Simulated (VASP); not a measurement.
# HgO (space group P3_221): computed properties

All values below come from PBEsol GGA, VASP's PBE PAW potentials (set 64) (plane waves; VASP).

For HgO, the space group is P3_221 (154) and the cell comes out as a = b = 3.603 Å, c = 8.735 Å, α = β = 90.00°, γ = 120.00°. The volume per atom is 16.37 Å³/atom and the band gap (over mesh and band path) is 1.23 eV. The smallest direct gap (over mesh and band path) comes out as 1.34 eV and the band-edge character is indirect, A-L at 0.33 to K-Γ at 0.89. The density comes out as 10.99 g/cm³ and the optical Γ-point spectrum is 36, 50 (×2), 59, 102 (×2), 126, 153 (×2), 381, 436 (×2), 555, 568 (×2) cm⁻¹.

Space group P3₂21 (No. 154); a = b = 3.6034 Å, c = 8.7348 Å, α = β = 90.00°, γ = 120.00°

```json
[
 {"atom": "Hg", "site": "3a", "symmetry": ".2.", "x": "0.7555", "y": "0.7555", "z": "0.0000"},
 {"atom": "O", "site": "3b", "symmetry": ".2.", "x": "0.4641", "y": "0.4641", "z": "0.5000"}
]
```

Without a dispersion term in the relaxation, distances and binding between the weakly bound layers, chains or molecules are unreliable, and so is what depends on them. Unless said otherwise, spin-orbit coupling is left out, though it shifts the bands of the heavy elements here.

The structure comes from a computed database's HgO entry (P3_221); how it stands against other phases isn't given here. It was relaxed first, which changed the volume by -9 %. Symmetry was kept, so distortions that lower it aren't found.
